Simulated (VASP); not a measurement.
Consider the following.

```
CELL_PARAMETERS angstrom
      0.00000     1.76685     1.76685
      1.76685     0.00000     1.76685
      1.76685     1.76685     0.00000
ATOMIC_POSITIONS crystal
  B  0.00000 0.00000 0.00000
  N  0.25000 0.25000 0.25000
```

These are PBE GGA with D3 dispersion (Becke-Johnson damping), VASP's PBE PAW potentials (set 64) (plane waves; VASP 6.6.1) values and carry that method's errors. Run with 520 eV cut-off, 12×12×12 Γ-centred mesh, Gaussian smearing of 0.050 eV, potentials B N.

Q: What does the run give for the energy per atom (σ→0), pressure, band gap (on the k-mesh) with the smallest direct gap where there is one?

A: 
```json
{
  "band gap (on the k-mesh)": "4.53 eV",
  "smallest direct gap (on the k-mesh)": "9.15 eV",
  "energy per atom (σ→0)": "-8.906 eV/atom",
  "pressure": "26.55 GPa"
}
```

Total energies compare only between runs with the same potentials, cut-off and functional.

The compound is BN in the zinc blende structure. This cell is one point of a volume scan, at 0.94 of the reference volume.
